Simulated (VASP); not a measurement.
Output of a VASP run:

### OSZICAR
```
       N       E                     dE             d eps       ncg     rms          rms(c)
DAV:   1     0.288561483715E+03    0.28856E+03   -0.95637E+03   304   0.863E+02
DAV:   2     0.559766990981E+02   -0.23258E+03   -0.23027E+03   426   0.178E+02
DAV:   3    -0.883574172889E+00   -0.56860E+02   -0.56769E+02   318   0.885E+01
DAV:   4    -0.353776730845E+01   -0.26542E+01   -0.26535E+01   318   0.243E+01
DAV:   5    -0.356402257610E+01   -0.26255E-01   -0.26254E-01   330   0.253E+00    0.629E-01
DAV:   6    -0.339981627552E+01    0.16421E+00   -0.57543E-01   324   0.177E+00    0.341E-01
DAV:   7    -0.338082295676E+01    0.18993E-01   -0.11882E-01   330   0.856E-01    0.238E-01
DAV:   8    -0.337596487921E+01    0.48581E-02   -0.19787E-02   300   0.533E-01    0.940E-02
DAV:   9    -0.337430574023E+01    0.16591E-02   -0.77158E-03   324   0.263E-01    0.615E-02
DAV:  10    -0.337528038614E+01   -0.97465E-03   -0.83323E-04   288   0.113E-01    0.314E-02
DAV:  11    -0.337622642503E+01   -0.94604E-03   -0.98294E-04   276   0.875E-02    0.245E-02
DAV:  12    -0.337729412242E+01   -0.10677E-02   -0.10060E-03   312   0.691E-02    0.107E-02
DAV:  13    -0.337743691977E+01   -0.14280E-03   -0.18742E-04   264   0.286E-02    0.796E-03
DAV:  14    -0.337752075054E+01   -0.83831E-04   -0.92533E-05   192   0.214E-02    0.399E-03
DAV:  15    -0.337753917226E+01   -0.18422E-04   -0.16117E-05   216   0.108E-02    0.285E-03
DAV:  16    -0.337756130134E+01   -0.22129E-04   -0.27803E-05   192   0.114E-02    0.136E-03
DAV:  17    -0.337757771991E+01   -0.16419E-04   -0.41150E-06   234   0.505E-03    0.110E-03
DAV:  18    -0.337760018648E+01   -0.22467E-04   -0.51915E-06   192   0.574E-03    0.712E-04
DAV:  19    -0.337760362324E+01   -0.34368E-05   -0.56752E-07   180   0.265E-03
   1 F= -.33776036E+01 E0= -.33789241E+01  d E =-.337760E+01
       N       E                     dE             d eps       ncg     rms          rms(c)
DAV:   1    -0.337770485014E+01   -0.10466E-03   -0.12202E-02   276   0.499E-01    0.971E-03
DAV:   2    -0.337773096770E+01   -0.26118E-04   -0.27707E-04   288   0.778E-02    0.489E-03
DAV:   3    -0.337773076304E+01    0.20466E-06   -0.25137E-06   168   0.861E-03    0.346E-03
DAV:   4    -0.337773059528E+01    0.16776E-06   -0.18433E-06   168   0.687E-03
   2 F= -.33777306E+01 E0= -.33790524E+01  d E =-.126972E-03
       N       E                     dE             d eps       ncg     rms          rms(c)
DAV:   1    -0.337785425803E+01   -0.12349E-03   -0.10957E-01   264   0.149E+00    0.286E-02
DAV:   2    -0.337808791501E+01   -0.23366E-03   -0.24887E-03   264   0.233E-01    0.149E-02
DAV:   3    -0.337808711540E+01    0.79962E-06   -0.36373E-05   282   0.265E-02    0.105E-02
DAV:   4    -0.337808495055E+01    0.21648E-05   -0.52892E-06   168   0.126E-02
   3 F= -.33780850E+01 E0= -.33794112E+01  d E =-.481327E-03
       N       E                     dE             d eps       ncg     rms          rms(c)
DAV:   1    -0.337782343610E+01    0.26368E-03   -0.43742E-01   264   0.299E+00    0.555E-02
DAV:   2    -0.337875170823E+01   -0.92827E-03   -0.98598E-03   264   0.465E-01    0.306E-02
DAV:   3    -0.337874764575E+01    0.40625E-05   -0.13624E-04   300   0.522E-02    0.216E-02
DAV:   4    -0.337873870669E+01    0.89391E-05   -0.23541E-05   264   0.256E-02
   4 F= -.33787387E+01 E0= -.33800731E+01  d E =-.113508E-02
```

### OUTCAR
```
------------------------ aborting loop because EDIFF is reached ----------------------------------------
  FORCE on cell =-STRESS in cart. coord.  units (eV):
  Direction    XX          YY          ZZ          XY          YZ          ZX
  --------------------------------------------------------------------------------------
  Total       -0.4896002     -0.4896002      0.2060827      0.0000000      0.0000000      0.0000000
  in kB       -0.8126933     -0.8126933      0.3420792      0.0000000      0.0000000      0.0000000
  external PRESSURE =      -0.4277692 kB  Pullay stress =       0.0000000 kB
  volume of cell :      965.22
      direct lattice vectors                 reciprocal lattice vectors
     6.004296720  0.000000000  0.000000000     0.166547399  0.000000000  0.000000000
     0.000000000  6.004296720  0.000000000     0.000000000  0.166547399  0.000000000
     0.000000000  0.000000000 26.773257507     0.000000000  0.000000000  0.037350703
 POSITION                                       TOTAL-FORCE (eV/Angst)
 -----------------------------------------------------------------------------------
      3.00215      0.00000      8.86764         0.000000     -0.000000     -0.025306
      0.00000      3.00215     11.89267         0.000000     -0.000000      0.008049
      3.00215      0.00000     14.88059         0.000000      0.000000     -0.008049
      6.00430      3.00215     17.90561         0.000000      0.000000      0.025306
 -----------------------------------------------------------------------------------
    total drift:                                0.000000     -0.000000      0.000000
  FREE ENERGIE OF THE ION-ELECTRON SYSTEM (eV)
  ---------------------------------------------------
  free  energy   TOTEN  =        -3.3787387067 eV

  energy  without entropy=       -3.3827418762  energy(sigma->0) =       -3.38007310

 reached required accuracy - stopping structural energy minimisation
```
(Selected blocks of OUTCAR.)

File POSCAR:
```
Cs(100) slab
1
    6.0042967204    -0.0000000000     0.0000000000
   -0.0000000000     6.0042967204     0.0000000000
   -0.0000000000     0.0000000000    26.7732575074
Cs
4
Direct
  0.5000000000   0.0000000000   0.3318010000
  0.0000000000   0.5000000000   0.4439340000
  0.5000000000   0.0000000000   0.5560660000
  0.0000000000   0.5000000000   0.6681990000
```

### Question
Write an INCAR and KPOINTS that could have produced this output.

### Answer
Several could match; the one computed here: the input of the run itself, PBEsol GGA, plane waves, VASP's PBE PAW potentials (set 64).

**INCAR**
```
SYSTEM = Cs(100) slab
PREC = Normal; ENCUT = 400; LREAL = F
LASPH = T
EDIFF = 1E-5; NELM = 100; NELMIN = 4
ALGO = Normal; LMAXMIX = 4
ISMEAR = 1; SIGMA = 0.1
GGA = PS
IBRION = 2; NSW = 50; ISIF = 2
EDIFFG = -0.03
LWAVE = T; LCHARG = F
DIPOL = 0.5 0.5 0.5
LDIPOL = T; IDIPOL = 3
```

File KPOINTS:
```
Automatic mesh
0
Gamma
5 5 1
0 0 0
```

POTCAR, in this order: Cs_sv (PBE.64 set). Program: vasp_std.

The cell is a thin slab with vacuum, built from Cs (bcc): (100) face.
